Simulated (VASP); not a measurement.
# LiCl (relaxed from the zinc blende structure, space group F-43m): computed properties

These are PBE GGA, VASP's PBE PAW potentials (set 64) (plane waves; VASP) values and carry that method's errors.

| Property | Value |
|---|---|
| space group | F-43m (216) |
| cell | a = b = c = 5.5063 Å, α = β = γ = 90.00° |
| volume per atom | 20.87 Å^3/atom |
| band gap (over mesh and band path) | 5.98 eV |
| smallest direct gap (over mesh and band path) | 5.98 eV |
| band-edge character | direct, Γ to Γ |
| density | 1.69 g/cm³ |

Space group F-43m (No. 216); a = b = c = 5.5063 Å, α = β = γ = 90.00°

```
atom  site  symmetry       x       y       z
----  ----  --------  ------  ------  ------
Li      4a      -43m  0.0000  0.0000  0.0000
Cl      4d      -43m  0.7500  0.7500  0.7500
```
(The calculation used a cell of 2 atoms; values per cell refer to that cell.)

The structure was generated: LiCl was put into the zinc blende type (F-43m), which need not be its known phase. It was relaxed first, which changed the volume by +11 %. Symmetry was kept, so distortions that lower it aren't found.
